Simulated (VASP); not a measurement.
Crystal: Y2CF2.

```xyz
5
Lattice="3.6651 0.0000 0.0000 -1.8325 3.1741 0.0000 0.0000 0.0000 6.2970" Properties=species:S:1:pos:R:3 pbc="T T T"
Y     0.0000    2.1160    1.3507
Y     1.8326    1.0580    4.9463
C     0.0000    0.0000    0.0000
F     0.0000    2.1160    3.7977
F     1.8326    1.0580    2.4993
```

The cell comes from a database or a generator and needn't be the stable form of this composition.

```yaml
Program: VASP 6.6.1
Task: relaxation of cell and atoms
Functional: PBE
Dispersion: D3(BJ)
Potentials_or_basis: VASP PAW PBE potentials, release 64 (Y_sv, C, F)
Cutoff: 600 eV
k_mesh: 9 × 9 × 4
Occupations: gaussian, width 0.03 eV
Spin: no spin polarisation
```

At the start: pressure -0.8 GPa; volume 14.65 Å³/atom.

**Question.** Where does the relaxation end?

**Answer.** Over 10 steps the energy falls by 8.3 meV/atom and the volume is 14.63 Å³/atom (-0.1 %); space group P-3m1 (No. 164, to 0.05 Å).

The path:
| step | energy change (eV) | largest force (eV/Å) | pressure (GPa) | volume (Å³) |
| --- | --- | --- | --- | --- |
| 1 | 0.0000 | 0.5330 | -0.79 | 73.25 |
| 2 | -0.0228 | 0.3031 | 0.56 | 72.49 |
| 3 | -0.0274 | 0.1702 | 1.56 | 71.98 |
| 4 | -0.0390 | 0.1475 | -0.17 | 73.13 |
| 5 | -0.0391 | 0.1468 | -0.32 | 73.25 |
| 6 | -0.0409 | 0.0517 | 0.10 | 73.11 |
| 7 | -0.0409 | 0.0435 | 0.08 | 73.12 |
| 8 | -0.0415 | 0.0083 | 0.02 | 73.16 |
| 9 | -0.0415 | 0.0123 | 0.01 | 73.19 |
| 10 | -0.0416 | 0.0066 | 0.04 | 73.17 |

Final structure:
```xyz
5
Lattice="3.6381 0.0000 0.0000 -1.8191 3.1507 0.0000 0.0000 0.0000 6.3838" Properties=species:S:1:pos:R:3 pbc="T T T"
Y     0.0000    2.1005    1.3504
Y     1.8191    1.0502    5.0334
C     0.0000    0.0000    0.0000
F     0.0000    2.1005    3.9272
F     1.8191    1.0502    2.4566
```
